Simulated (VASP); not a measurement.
OSZICAR of a VASP run on Cu (fcc):

**OSZICAR**
```
       N       E                     dE             d eps       ncg     rms          rms(c)
DAV:   1     0.347651903219E+02    0.34765E+02   -0.57563E+03  4811   0.208E+03
DAV:   2    -0.465545463650E+01   -0.39421E+02   -0.37240E+02  4625   0.195E+02
DAV:   3    -0.510624731468E+01   -0.45079E+00   -0.44984E+00  5613   0.306E+01
DAV:   4    -0.510894145920E+01   -0.26941E-02   -0.26932E-02  5542   0.211E+00
DAV:   5    -0.510897046490E+01   -0.29006E-04   -0.29001E-04  5507   0.177E-01    0.822E+00
DAV:   6    -0.447019766821E+01    0.63877E+00   -0.18760E+01  4849   0.102E+02    0.400E+00
DAV:   7    -0.408030416389E+01    0.38989E+00   -0.28091E+00  4902   0.392E+01    0.608E-01
DAV:   8    -0.406712320391E+01    0.13181E-01   -0.54428E-03  5015   0.131E+00    0.298E-01
DAV:   9    -0.406553181936E+01    0.15914E-02   -0.10451E-02  5216   0.220E+00    0.256E-02
DAV:  10    -0.406553863608E+01   -0.68167E-05   -0.33764E-05  6721   0.115E-01    0.784E-03
DAV:  11    -0.406553974753E+01   -0.11114E-05   -0.67472E-07  5168   0.187E-02    0.775E-04
DAV:  12    -0.406553966995E+01    0.77573E-07   -0.32722E-08  2876   0.380E-03
   1 F= -.40655397E+01 E0= -.40655397E+01  d E =0.000000E+00
```

Q: Which electronic solver shows in the log?

A: It is blocked Davidson (ALGO = Normal, or the opening steps of other solvers). The INCAR had ALGO = Normal.

Q: Can the final energy be trusted as converged?

A: Self-consistency was reached. It stopped with EDIFF = 1E-7, NELM = 100 (AM05 GGA, plane waves, VASP's PBE PAW potentials (set 64)).

The compound is Cu in the fcc structure. It was relaxed first.
